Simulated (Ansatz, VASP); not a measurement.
# Cross-check of SiC (Moissanite 3C) between VASP and Ansatz, part 2 of 2

Wanted: the spread between two codes on one cell, functional and k mesh. The cell is taken from a series of runs on this material, whose earlier steps may have relaxed, scaled, displaced or heated it; both programs get it as it stands.

VASP 6.6.1 and Ansatz 0.2.0.

So far: Starting point; Ansatz: zone-centre phonons, PBE.

### Step 3. VASP: zone-centre phonons, PBE

Level of this step: PBE; plane waves and PAW (Si, C) (VASP).

The same cell, functional and mesh now go to VASP, with its own data sets.

Lines of VASP's logs that name or quote its potential files are left out, and so is its time.

File INCAR:

```
SYSTEM = SiC
PREC = Accurate
ENCUT = 600
EDIFF = 1E-08
NELM = 120
ISMEAR = 0
SIGMA = 0.01
LREAL = .FALSE.
ALGO = Normal
GGA = PE
NBANDS = 10
LORBIT = 11
LWAVE = .FALSE.
LCHARG = .FALSE.
ISIF = 2
IBRION = 8
LEPSILON = .TRUE.
LASPH = .TRUE.
GGA_COMPAT = .FALSE.
EFERMI = MIDGAP
```

File POSCAR:

```
SiC
1.0
    0.0000000000      2.1677462031      2.1677462031
    2.1677462031      0.0000000000      2.1677462031
    2.1677462031      2.1677462031      0.0000000000
Si C
1 1
Direct
    0.0000000000      0.0000000000      0.0000000000
    0.2500000000      0.2500000000      0.2500000000
```

File KPOINTS:

```
Automatic mesh
0
Gamma
12 12 12
0 0 0
```

Potentials, in the order of the species: Si and C (PBE family, release 64).

Command:

```console
> export OMP_NUM_THREADS=3
> mpirun -np 1 vasp_std
```

Numbers of over 12 decimals in the logs are rounded to 6 here.

What it wrote:

```text
[banner, memory and clock lines left out]
running    1 mpi-ranks, on    1 nodes
 distrk:  each k-point on    1 cores,    1 groups
 distr:  one band on    1 cores,    1 groups
 Offloading initialized ...    1 GPUs detected
 POSCAR found type information on POSCAR SiC
 POSCAR found :  2 types and       2 ions
 LDA part: xc-table for (Slater+PW92), standard interpolation
 POSCAR, INCAR and KPOINTS ok, starting setup
 FFT: planning ... GRIDC
 FFT: planning ... GRID_SOFT
 FFT: planning ... GRID
 WAVECAR not read
 entering main loop
       N       E                     dE             d eps       ncg     rms          rms(c)
DAV:   1     0.523312693345E+01    0.52331E+01   -0.43153E+03  1480   0.762E+02
DAV:   2    -0.162471396328E+02   -0.21480E+02   -0.20757E+02  1900   0.118E+02
DAV:   3    -0.169442582353E+02   -0.69712E+00   -0.69573E+00  1712   0.187E+01
DAV:   4    -0.169471582059E+02   -0.29000E-02   -0.28997E-02  1670   0.146E+00
DAV:   5    -0.169471709911E+02   -0.12785E-04   -0.12785E-04  1642   0.919E-02    0.897E+00
DAV:   6    -0.151124291180E+02    0.18347E+01   -0.67709E+00  1504   0.127E+01    0.397E+00
DAV:   7    -0.150568812321E+02    0.55548E-01   -0.39374E-01  1722   0.387E+00    0.180E+00
DAV:   8    -0.150490413152E+02    0.78399E-02   -0.20858E-02  1488   0.104E+00    0.163E-01
DAV:   9    -0.150491799035E+02   -0.13859E-03   -0.14429E-03  1878   0.234E-01    0.112E-01
DAV:  10    -0.150492837484E+02   -0.10384E-03   -0.20184E-04  1590   0.959E-02    0.243E-02
DAV:  11    -0.150492858073E+02   -0.20590E-05   -0.35741E-05  1634   0.339E-02    0.586E-03
DAV:  12    -0.150492861890E+02   -0.38164E-06   -0.14299E-06  1536   0.819E-03    0.101E-03
DAV:  13    -0.150492862357E+02   -0.46739E-07   -0.71089E-08  1614   0.208E-03    0.107E-03
DAV:  14    -0.150492862250E+02    0.10756E-07   -0.60039E-09   892   0.558E-04    0.386E-04
DAV:  15    -0.150492862267E+02   -0.17533E-08   -0.65996E-10   738   0.203E-04
   1 F= -.15049286E+02 E0= -.15049286E+02  d E =0.000000E+00
 Linear response reoptimize wavefunctions to high precision
DAV:   1    -0.150492862275E+02   -0.77353E-09   -0.47961E-11   832   0.556E-05
DAV:   2    -0.150492862275E+02   -0.34817E-12   -0.28653E-12   734   0.168E-05
 Linear response G [H, r] |phi>, progress :
  Direction:   1
       N       E                     dE             d eps       ncg     rms
RMM:   1    -0.409219351482E+02   -0.40922E+02   -0.43753E+01  3662   0.439E+01
RMM:   2    -0.324273926584E+02    0.84945E+01   -0.20202E+00  2310   0.113E+01
RMM:   3    -0.324598019261E+02   -0.32409E-01   -0.51954E-03  2382   0.107E+00
RMM:   4    -0.324612217929E+02   -0.14199E-02    0.18881E-03  2518   0.123E-01
RMM:   5    -0.324614163334E+02   -0.19454E-03    0.22347E-04  2472   0.157E-02
RMM:   6    -0.324614364591E+02   -0.20126E-04    0.27838E-05  2599   0.218E-03
RMM:   7    -0.324614383177E+02   -0.18585E-05    0.92204E-06  2398   0.363E-04
RMM:   8    -0.324614382701E+02    0.47520E-07    0.96501E-06  2077   0.109E-04
RMM:   9    -0.324614379845E+02    0.28568E-06    0.61788E-06  1779   0.825E-05
RMM:  10    -0.324614374256E+02    0.55883E-06   -0.22199E-06  1595   0.820E-05
RMM:  11    -0.324614376745E+02   -0.24889E-06    0.93014E-06  1347   0.825E-05
RMM:  12    -0.324614375874E+02    0.87169E-07    0.21693E-05  1068   0.828E-05
 Linear response G [H, r] |phi>, progress :
  Direction:   2
       N       E                     dE             d eps       ncg     rms
RMM:   1    -0.381453594552E+02   -0.38145E+02   -0.48962E+01  3672   0.414E+01
RMM:   2    -0.325086590753E+02    0.56367E+01   -0.13043E+00  2289   0.965E+00
RMM:   3    -0.325422664225E+02   -0.33607E-01    0.52566E-03  2370   0.887E-01
RMM:   4    -0.325439152802E+02   -0.16489E-02    0.19864E-03  2496   0.993E-02
RMM:   5    -0.325441097048E+02   -0.19442E-03    0.21615E-04  2479   0.127E-02
RMM:   6    -0.325441299275E+02   -0.20223E-04    0.17740E-05  2593   0.179E-03
RMM:   7    -0.325441317390E+02   -0.18114E-05   -0.88538E-08  2352   0.336E-04
RMM:   8    -0.325441320420E+02   -0.30302E-06   -0.24974E-06  2042   0.133E-04
RMM:   9    -0.325441323999E+02   -0.35795E-06   -0.54328E-06  1778   0.113E-04
RMM:  10    -0.325441336563E+02   -0.12564E-05   -0.14323E-05  1593   0.113E-04
RMM:  11    -0.325441339347E+02   -0.27844E-06   -0.13815E-05  1363   0.114E-04
RMM:  12    -0.325441337144E+02    0.22035E-06   -0.39821E-06  1024   0.113E-04
 Linear response G [H, r] |phi>, progress :
  Direction:   3
       N       E                     dE             d eps       ncg     rms
RMM:   1    -0.257434019263E+02   -0.25743E+02    0.88206E+01  3501   0.427E+01
RMM:   2    -0.223913688968E+02    0.33520E+01   -0.21350E+00  2284   0.105E+01
RMM:   3    -0.223863642528E+02    0.50046E-02   -0.27080E-02  2338   0.104E+00
RMM:   4    -0.223859180120E+02    0.44624E-03   -0.31421E-04  2489   0.122E-01
RMM:   5    -0.223859168645E+02    0.11475E-05   -0.33748E-06  2453   0.164E-02
RMM:   6    -0.223859171187E+02   -0.25418E-06    0.67296E-07  2521   0.240E-03
RMM:   7    -0.223859171907E+02   -0.72070E-07   -0.17619E-07  2306   0.434E-04
RMM:   8    -0.223859171927E+02   -0.20102E-08   -0.88209E-07  1993   0.144E-04
RMM:   9    -0.223859172060E+02   -0.13210E-07    0.27234E-07  1689   0.107E-04
RMM:  10    -0.223859172066E+02   -0.63890E-09    0.21092E-06  1471   0.106E-04
[...]
Linear response to external field, progress :
  Direction:   1
       N       E                     dE             d eps       ncg     rms          rms(c)
RMM:   1    -0.339295009120E+00   -0.33930E+00   -0.13398E+00 12832   0.250E+00
RMM:   2    -0.347061649409E+00   -0.77666E-02   -0.23633E-03  8942   0.350E-01    0.854E-01
RMM:   3    -0.341119572909E+00    0.59421E-02   -0.46388E-03  9019   0.420E-01    0.506E-01
RMM:   4    -0.355549803261E+00   -0.14430E-01   -0.57073E-03  8983   0.479E-01    0.885E-02
RMM:   5    -0.359310289690E+00   -0.37605E-02   -0.15337E-04  9029   0.930E-02    0.122E-02
RMM:   6    -0.359485300061E+00   -0.17501E-03   -0.19874E-06  9428   0.109E-02    0.580E-03
RMM:   7    -0.359608976500E+00   -0.12368E-03   -0.64136E-07  9137   0.654E-03    0.444E-04
RMM:   8    -0.359613777754E+00   -0.48013E-05   -0.90050E-09  9817   0.581E-04    0.180E-04
RMM:   9    -0.359613365586E+00    0.41217E-06   -0.16096E-09  9177   0.307E-04    0.336E-05
RMM:  10    -0.359613594323E+00   -0.22874E-06   -0.32687E-10  6141   0.347E-05    0.636E-06
 change of polarisation eV/A/(eV/A) component  1 :     0.668     0.170     0.101
 dielectric tensor                  component  1 :     6.931     1.508     0.894
 Linear response to external field, progress :
  Direction:   2
       N       E                     dE             d eps       ncg     rms          rms(c)
RMM:   1    -0.339295079887E+00   -0.33930E+00   -0.13398E+00 12832   0.250E+00
RMM:   2    -0.347061656321E+00   -0.77666E-02   -0.23630E-03  8942   0.350E-01    0.854E-01
RMM:   3    -0.341119418913E+00    0.59422E-02   -0.46389E-03  9021   0.420E-01    0.506E-01
RMM:   4    -0.355549573424E+00   -0.14430E-01   -0.57070E-03  8983   0.479E-01    0.885E-02
RMM:   5    -0.359310134818E+00   -0.37606E-02   -0.15342E-04  9032   0.930E-02    0.122E-02
RMM:   6    -0.359485206654E+00   -0.17507E-03   -0.20006E-06  9427   0.109E-02    0.580E-03
RMM:   7    -0.359608854939E+00   -0.12365E-03   -0.64571E-07  9137   0.654E-03    0.443E-04
RMM:   8    -0.359613683451E+00   -0.48285E-05   -0.95509E-09  9823   0.580E-04    0.180E-04
RMM:   9    -0.359613273669E+00    0.40978E-06   -0.20875E-09  9190   0.308E-04    0.356E-05
RMM:  10    -0.359613484325E+00   -0.21066E-06   -0.42719E-10  6024   0.326E-05    0.900E-06
 change of polarisation eV/A/(eV/A) component  2 :     0.123     0.668     0.128
 dielectric tensor                  component  2 :     1.091     6.931     1.136
 Linear response to external field, progress :
  Direction:   3
       N       E                     dE             d eps       ncg     rms          rms(c)
RMM:   1    -0.339295073463E+00   -0.33930E+00   -0.13398E+00 12832   0.250E+00
RMM:   2    -0.347061652754E+00   -0.77666E-02   -0.23631E-03  8942   0.350E-01    0.854E-01
RMM:   3    -0.341119391139E+00    0.59423E-02   -0.46392E-03  9019   0.420E-01    0.506E-01
RMM:   4    -0.355549560846E+00   -0.14430E-01   -0.57073E-03  8983   0.479E-01    0.885E-02
RMM:   5    -0.359310128312E+00   -0.37606E-02   -0.15338E-04  9030   0.930E-02    0.122E-02
RMM:   6    -0.359485201773E+00   -0.17507E-03   -0.19901E-06  9429   0.109E-02    0.580E-03
RMM:   7    -0.359608851386E+00   -0.12365E-03   -0.64339E-07  9133   0.654E-03    0.443E-04
RMM:   8    -0.359613682047E+00   -0.48307E-05   -0.88441E-09  9837   0.580E-04    0.180E-04
RMM:   9    -0.359613272347E+00    0.40970E-06   -0.18870E-09  9202   0.308E-04    0.356E-05
RMM:  10    -0.359613482957E+00   -0.21061E-06   -0.38017E-10  5978   0.326E-05    0.897E-06
 change of polarisation eV/A/(eV/A) component  3 :     0.103     0.167     0.668
 dielectric tensor                  component  3 :     0.917     1.486     6.931
 Linear response DOF=            2
 Linear response progress:
  Degree of freedom:   1/  2
       N       E                     dE             d eps       ncg     rms          rms(c)
RMM:   1    -0.160111653257E-01   -0.16011E-01   -0.64329E-03 13358   0.859E-01
RMM:   2    -0.140205871566E-01    0.19906E-02   -0.68841E-04  8616   0.190E-01    0.127E-01
RMM:   3    -0.139061885130E-01    0.11440E-03    0.78568E-05  8770   0.499E-02    0.735E-02
RMM:   4    -0.139629586830E-01   -0.56770E-04    0.91892E-05  8738   0.545E-02    0.921E-03
RMM:   5    -0.139560474938E-01    0.69112E-05    0.15105E-05  8959   0.113E-02    0.184E-03
RMM:   6    -0.139530486925E-01    0.29988E-05    0.32446E-06  9098   0.146E-03    0.755E-04
RMM:   7    -0.139515901591E-01    0.14585E-05    0.94475E-07  9133   0.412E-04    0.114E-04
RMM:   8    -0.139517340500E-01   -0.14389E-06    0.32442E-08  9295   0.981E-05    0.166E-05
RMM:   9    -0.139517589039E-01   -0.24854E-07   -0.76517E-09  9542   0.291E-05    0.101E-05
RMM:  10    -0.139517337222E-01    0.25182E-07   -0.17690E-08  9387   0.858E-06    0.803E-07
RMM:  11    -0.139517316463E-01    0.20759E-08    0.42765E-09  7042   0.338E-06    0.216E-07
 first order change of Fermi-energy  -0.15941E+01
 force on displaced ion       1 direction 1 : -19.881   0.000   0.000
 Born effective charge ion    1 direction 1 :   2.706   0.000   0.000
 Linear response progress:
  Degree of freedom:   2/  2
       N       E                     dE             d eps       ncg     rms          rms(c)
RMM:   1    -0.126908373604E+00   -0.12691E+00    0.66666E-02 12353   0.206E+00
RMM:   2    -0.124447063874E+00    0.24613E-02   -0.22082E-03  8555   0.394E-01    0.202E-01
RMM:   3    -0.124612739686E+00   -0.16568E-03   -0.70632E-04  8379   0.171E-01    0.101E-01
RMM:   4    -0.125764369702E+00   -0.11516E-02   -0.56590E-04  8408   0.147E-01    0.197E-02
RMM:   5    -0.125758207734E+00    0.61620E-05   -0.50797E-06  8948   0.232E-02    0.186E-03
RMM:   6    -0.125766819311E+00   -0.86116E-05    0.90917E-08  9258   0.241E-03    0.101E-03
RMM:   7    -0.125761917690E+00    0.49016E-05    0.15336E-07  9145   0.855E-04    0.761E-05
RMM:   8    -0.125762817500E+00   -0.89981E-06   -0.43659E-09  9433   0.126E-04    0.330E-05
RMM:   9    -0.125762746960E+00    0.70540E-07   -0.14665E-08  9508   0.554E-05    0.463E-06
RMM:  10    -0.125762731796E+00    0.15164E-07   -0.70925E-09  9811   0.110E-05    0.284E-06
RMM:  11    -0.125762742360E+00   -0.10564E-07   -0.27497E-08  8386   0.100E-05    0.347E-07
RMM:  12    -0.125762740413E+00    0.19473E-08   -0.46957E-09  6068   0.598E-06    0.973E-08
 first order change of Fermi-energy   0.15944E+01
 force on displaced ion       2 direction 1 : -19.881  -0.000  -0.000
 Born effective charge ion    2 direction 1 :  -2.707   0.000   0.000
 Born effective charges drift removed
 Linear response finished
```

OUTCAR, selected parts (step 3):

```text
ion  position               nearest neighbor table
   1  0.000  0.000  0.000-   2 1.88   2 1.88   2 1.88   2 1.88
   2  0.250  0.250  0.250-   1 1.88   1 1.88   1 1.88   1 1.88

  LATTYP: Found a face centered cubic cell.
 ALAT       =     4.3354924062

 Subroutine GETGRP returns: Found 24 space group operations
 (whereof 24 operations were pure point group operations)

The static configuration has the point symmetry T_d .

 Found     72 irreducible k-points:

   k-points           NKPTS =     72   k-points in BZ     NKDIM =     72   number of bands    NBANDS=     10

   dimension x,y,z NGX =    24 NGY =   24 NGZ =   24
   dimension x,y,z NGXF=    48 NGYF=   48 NGZF=   48

   ENCUT  =  600.0 eV  44.10 Ry    6.64 a.u.   6.12  6.12  6.12*2*pi/ulx,y,z

   NELECT =       8.0000    total number of electrons

 k-points in reciprocal lattice and weights: Automatic mesh
   0.00000000  0.00000000  0.00000000       0.001
   0.08333333  0.00000000  0.00000000       0.005
   0.16666667  0.00000000  0.00000000       0.005
   0.25000000  0.00000000  0.00000000       0.005
   0.33333333  0.00000000  0.00000000       0.005
   0.41666667  0.00000000  0.00000000       0.005
   0.50000000  0.00000000  0.00000000       0.002
   0.08333333  0.08333333  0.00000000       0.003
   0.16666667  0.08333333  0.00000000       0.014
[...]
-0.33333333  0.50000000  0.16666667       0.007
  -0.25000000  0.50000000  0.25000000       0.003

 average (electrostatic) potential at core
       1 -80.1585       2 -44.5645

  Total        0.8476543      0.8476543      0.8476543      0.0000000      0.0000000      0.0000000
  in kB       66.6613386     66.6613386     66.6613386      0.0000000      0.0000000      0.0000000
  external PRESSURE =      66.6613386 kB  Pullay stress =       0.0000000 kB

  energy-cutoff  :      600.00
  volume of cell :       20.37
      direct lattice vectors                 reciprocal lattice vectors
     0.000000000  2.167746203  2.167746203    -0.230654308  0.230654308  0.230654308
     2.167746203  0.000000000  2.167746203     0.230654308 -0.230654308  0.230654308
     2.167746203  2.167746203  0.000000000     0.230654308  0.230654308 -0.230654308

 POSITION                                       TOTAL-FORCE (eV/Angst)
 -----------------------------------------------------------------------------------
      0.00000      0.00000      0.00000         0.000000      0.000000      0.000000
      1.08387      1.08387      1.08387        -0.000000     -0.000000     -0.000000
 -----------------------------------------------------------------------------------
    total drift:                                0.000000      0.000000      0.000000

 MACROSCOPIC STATIC DIELECTRIC TENSOR (including local field effects in DFT)
 ------------------------------------------------------
           6.931111    -0.000000     0.000000
           0.000000     6.931111     0.000000
           0.000000     0.000000     6.931111
 ------------------------------------------------------

 PIEZOELECTRIC TENSOR (including local field effects)  for field in x, y, z        (C/m^2)
          XX          YY          ZZ          XY          YZ          ZX
  --------------------------------------------------------------------------------
  x     0.00000    -0.00000     0.00000     0.00000    -0.99424     0.00000
  y    -0.00000     0.00000    -0.00000     0.00000     0.00000    -0.99424
  z    -0.00000     0.00000    -0.00000    -0.99424     0.00000     0.00000

 BORN EFFECTIVE CHARGES (including local field effects) (in |e|, cummulative output)
 ---------------------------------------------------------------------------------
 ion    1
    1     2.70571     0.00000     0.00000
    2    -0.00000     2.70571    -0.00000
    3     0.00000    -0.00000     2.70571
 ion    2
    1    -2.70571    -0.00000    -0.00000
    2     0.00000    -2.70571     0.00000
    3    -0.00000     0.00000    -2.70571

 Eigenvectors and eigenvalues of the dynamical matrix
 ----------------------------------------------------

   1 f  =   24.032045 THz   150.997790 2PiTHz  801.622726 cm-1    99.388506 meV
             X         Y         Z           dx          dy          dz
      0.000000  0.000000  0.000000     0.000000    0.547314    0.000000
      1.083873  1.083873  1.083873    -0.000000   -0.836927    0.000000

   2 f  =   24.032045 THz   150.997790 2PiTHz  801.622726 cm-1    99.388506 meV
             X         Y         Z           dx          dy          dz
      0.000000  0.000000  0.000000     0.000000    0.000000   -0.547314
      1.083873  1.083873  1.083873     0.000000    0.000000    0.836927

   3 f  =   24.032045 THz   150.997790 2PiTHz  801.622726 cm-1    99.388506 meV
             X         Y         Z           dx          dy          dz
      0.000000  0.000000  0.000000    -0.547314    0.000000    0.000000
      1.083873  1.083873  1.083873     0.836927   -0.000000    0.000000

   4 f/i=    0.000085 THz     0.000534 2PiTHz    0.002833 cm-1     0.000351 meV
             X         Y         Z           dx          dy          dz
      0.000000  0.000000  0.000000     0.740311    0.253205   -0.297110
      1.083873  1.083873  1.083873     0.484131    0.165585   -0.194297

   5 f/i=    0.000085 THz     0.000534 2PiTHz    0.002833 cm-1     0.000351 meV
             X         Y         Z           dx          dy          dz
      0.000000  0.000000  0.000000    -0.390354    0.474835   -0.567981
      1.083873  1.083873  1.083873    -0.255275    0.310522   -0.371435

   6 f/i=    0.000085 THz     0.000534 2PiTHz    0.002833 cm-1     0.000351 meV
             X         Y         Z           dx          dy          dz
      0.000000  0.000000  0.000000    -0.003270    0.640988    0.538117
      1.083873  1.083873  1.083873    -0.002139    0.419179    0.351906

 MACROSCOPIC STATIC DIELECTRIC TENSOR IONIC CONTRIBUTION
 ------------------------------------------------------
           3.270704     0.000000     0.000000
           0.000000     3.270704     0.000000
           0.000000     0.000000     3.270704
 ------------------------------------------------------

 ELASTIC MODULI CONTR FROM IONIC RELAXATION (kBar)
 Direction    XX          YY          ZZ          XY          YZ          ZX
 --------------------------------------------------------------------------------
 XX          -0.0000     -0.0000     -0.0000      0.0000      0.0000     -0.0000
 YY          -0.0000     -0.0000     -0.0000      0.0000      0.0000     -0.0000
 ZZ          -0.0000     -0.0000     -0.0000     -0.0000      0.0000     -0.0000
 XY           0.0000      0.0000     -0.0000   -305.0157      0.0000     -0.0000
 YZ           0.0000      0.0000      0.0000      0.0000   -305.0157      0.0000
 ZX          -0.0000     -0.0000     -0.0000     -0.0000      0.0000   -305.0157
 --------------------------------------------------------------------------------

 PIEZOELECTRIC TENSOR IONIC CONTR  for field in x, y, z        (C/m^2)
          XX          YY          ZZ          XY          YZ          ZX
  --------------------------------------------------------------------------------
  x    -0.00000    -0.00000    -0.00000     0.00000     0.93984     0.00000
  y     0.00000     0.00000     0.00000     0.00000    -0.00000     0.93984
  z    -0.00000    -0.00000     0.00000     0.93984     0.00000     0.00000
```

Energies printed during the response cycles are not total energies of the cell.

### Step 4. Comparison

Known differences besides the potentials themselves: fixed occupations in Ansatz, narrow Gaussian smearing in VASP; VASP's run holds the zone centre alone; VASP's response is taken on the typed mesh, Ansatz refines its own for the field response alone; the cutoff is 420 eV in Ansatz and 600 eV in VASP. Total energies have different zeros and are not compared.

Compared:

```csv
quantity,Ansatz,VASP,difference
ε∞ xx,6.92,6.93,-0.15 %
ε∞ yy,6.92,6.93,-0.15 %
ε∞ zz,6.92,6.93,-0.15 %
Born charge of Si1 (mean of the diagonal) (e),2.72,2.71,+0.02
Born charge of C2 (mean of the diagonal) (e),-2.72,-2.71,-0.02
optical mode 1 to 3 (cm⁻¹),801.9,801.6,+0.03 %
```

Modes are paired by rising frequency, not by their patterns, so a pair may set unlike modes beside each other; they are those without the splitting of longitudinal modes.

### Step 5. What came out

- r.m.s. difference of the optical zone-centre modes, each program's sorted by frequency (zone-centre phonons, PBE): 0.27 cm⁻¹

What this shows: The r.m.s. difference of the optical zone-centre modes, each program's sorted by frequency is 0.27 cm⁻¹ (zone-centre phonons, PBE). Such differences can come from data sets, numerical settings and the points named under the comparisons, not from the functional's error against experiment.

[Lines on the potential files, build, host, timing and source positions are cut from VASP's logs without a mark.]

[Logs are printed without paths, hosts, clocks, repeated set-up lines and the standing remarks that a program may print on its own settings, such as how far it seeks lower states.]

[Hosts, paths, dates, database ids (printed as entryN), source tags and the programs' standing remarks are cut or masked in the printed files.]
